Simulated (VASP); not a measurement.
Given:

```xyz
2
Lattice="1.7950 -3.1090 0.0000 1.7950 3.1090 0.0000 0.0000 0.0000 5.6500" Properties=species:S:1:pos:R:3 pbc="T T T"
Dy     1.7950     1.0363     1.4125
Dy     1.7950    -1.0363     4.2375
```

These are revPBE GGA, VASP's PBE PAW potentials (set 64) (plane waves; VASP) values and carry that method's errors. Numerical set-up: 400 eV cut-off, 11×11×6 Γ-centred mesh, first-order Methfessel-Paxton smearing of 0.10 eV, potentials Dy_3.

The 4f electrons are frozen in the core of the lanthanide potential, so 4f levels, which can set the real gap, and their magnetism are missing.

### Question
Give the stress tensor in GPa (positive for a compressed cell).

### Answer

```
2.13  0.00  0.00
0.00  2.13  0.00
0.00  0.00  1.13
```
The pressure is its mean diagonal, 1.80 GPa.

The compound is Dy in the hcp structure. The cell was not relaxed at this level. The run is one of a series of settings (GGA = RE against the base run), some of them coarse on purpose.
